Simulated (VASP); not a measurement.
Input:

```
Pb3GeTe4
1.0
    4.53230     0.00000     0.00000
    0.00000     4.53230     0.00000
    0.00000     0.00000    12.83715
Ge Te Pb
1 4 3
Cartesian
  0.00000   0.00000   0.00000
  0.00000   0.00000   3.05092
  0.00000   0.00000   9.78623
  2.26615   2.26615   0.00000
  2.26615   2.26615   6.41858
  2.26615   2.26615   9.67235
  2.26615   2.26615   3.16480
  0.00000   0.00000   6.41858
```

Computed with r2SCAN meta-GGA, VASP's PBE PAW potentials (set 64) (plane waves; VASP). Run with 400 eV cut-off, 6×6×2 Γ-centred mesh, tetrahedra with Blöchl corrections, potentials Ge_d Te Pb_d.

Unless said otherwise, spin-orbit coupling is left out, though it shifts the bands of the heavy elements here.

### Question
Give the energies of bands 34 to 47 at the high-symmetry points, in eV from the valence-band maximum.

### Answer

```csv
band,Γ,X,M,Z,R,A
34,-2.42,-1.10,-4.09,-2.88,-1.24,-3.58
35,-2.42,-1.08,-3.11,-1.98,-1.17,-3.24
36,-1.86,-1.07,-3.08,-1.98,-1.15,-3.24
37,-1.59,-0.73,-3.03,-1.69,-0.70,-2.40
38,-1.53,-0.73,-3.03,-1.69,-0.58,-2.06
39,-1.53,-0.18,-0.55,-0.71,-0.53,-2.01
40,-1.29,0.00,-0.45,-0.70,-0.48,-1.82
41,2.34,0.79,1.37,2.04,0.88,3.36
42,2.82,0.80,1.88,2.32,1.14,3.43
43,3.51,0.82,3.46,3.56,1.33,3.87
44,3.58,1.19,3.46,3.56,1.48,4.03
45,3.58,1.22,4.89,3.69,1.49,4.03
46,4.04,1.38,4.89,3.73,1.54,4.10
47,4.28,1.57,5.19,4.53,1.60,4.25
```

The gap is direct, 0.79 eV, from the valence maximum at X to the conduction minimum at X.

The structure comes from a computed database's GeTe4Pb3 entry (P4/mmm); how it stands against other phases isn't given here. It was relaxed first.
